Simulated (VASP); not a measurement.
A convergence study with VASP on TiN (rock salt): one setting is varied, all else stays as given below, so the limit is that of these other settings.

```
CELL_PARAMETERS angstrom
      0.00000     2.12000     2.12000
      2.12000     0.00000     2.12000
      2.12000     2.12000     0.00000
ATOMIC_POSITIONS crystal
  Ti 0.00000 0.00000 0.00000
  N  0.50000 0.50000 0.50000
```

Calculation: PBE GGA, VASP's PBE PAW potentials (set 64) (plane waves; VASP). The tightest run used: 700 eV cut-off, 25×25×25 Γ-centred mesh, tetrahedra with Blöchl corrections, potentials Ti_sv N.

```
setting     E (eV/atom)  pressure (GPa)  irreducible k-points
----------  -----------  --------------  --------------------
3×3×3 mesh      -9.9118           -0.26                     4
4×4×4 mesh      -9.8575            0.80                     8
5×5×5 mesh      -9.8284            1.44                    10
6×6×6 mesh      -9.8304            1.44                    16
```

Question: These are the cheaper rows. Estimate the results at 25×25×25 mesh, and how far the last row shown lies from them.

Answer: 
```json
[
 {"quantity": "E (eV/atom)", "tightest run": "-9.8208", "last row shown is off by": "-0.0096"},
 {"quantity": "pressure (GPa)", "tightest run": "1.69", "last row shown is off by": "-0.25"}
]
```

Left out are rungs that failed or repeat a setting and relaxations that didn't move; long series are thinned to 24 rows.

The compound is TiN in the rock salt structure. The cell was not relaxed at this level. The electron count is odd and the run is not spin-polarised, which forces a metal.
